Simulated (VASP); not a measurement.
A convergence study with VASP on ZrN (rock salt): one setting is varied, all else stays as given below, so the limit is that of these other settings.

```
CELL_PARAMETERS angstrom
      0.00000     2.29000     2.29000
      2.29000     0.00000     2.29000
      2.29000     2.29000     0.00000
ATOMIC_POSITIONS crystal
  Zr 0.00000 0.00000 0.00000
  N  0.50000 0.50000 0.50000
```

Method: PBEsol GGA, VASP's PBE PAW potentials (set 64) (plane waves; VASP 6.6.1). The tightest run used: 700 eV cut-off, 14×14×14 Γ-centred mesh, tetrahedra with Blöchl corrections, potentials Zr_sv N.

The settings run are 3×3×3 mesh; 4×4×4 mesh; 5×5×5 mesh; 6×6×6 mesh; 7×7×7 mesh; 8×8×8 mesh; 9×9×9 mesh; 10×10×10 mesh; 11×11×11 mesh; 12×12×12 mesh; 13×13×13 mesh; 14×14×14 mesh. From which on does the stress (every component) stay within 0.5 GPa of the tightest run?

From 5×5×5 mesh on: it is off by 0.42 there and by no more than 0.5 in any finer run, while 4×4×4 mesh is off by 0.62.
```
setting        E (eV/atom)  pressure (GPa)  irreducible k-points  difference judged (GPa)
-------------  -----------  --------------  --------------------  -----------------------
3×3×3 mesh        -10.8917           -5.87                     4                     1.43
4×4×4 mesh        -10.8270           -5.06                     8                     0.62
5×5×5 mesh        -10.7986           -4.86                    10                     0.42
6×6×6 mesh        -10.7852           -4.52                    16                     0.07
7×7×7 mesh        -10.7732           -4.33                    20                     0.11
8×8×8 mesh        -10.7781           -4.47                    29                     0.03
9×9×9 mesh        -10.7756           -4.43                    35                     0.01
10×10×10 mesh     -10.7764           -4.44                    47                     0.01
11×11×11 mesh     -10.7760           -4.45                    56                     0.00
12×12×12 mesh     -10.7760           -4.45                    72                     0.01
13×13×13 mesh     -10.7768           -4.46                    84                     0.01
14×14×14 mesh     -10.7759           -4.44                   104                     0.00
```

Left out are rungs that failed or repeat a setting and relaxations that didn't move; long series are thinned to 24 rows.

The compound is ZrN in the rock salt structure. The cell was not relaxed at this level. The electron count is odd and the run is not spin-polarised, which forces a metal.
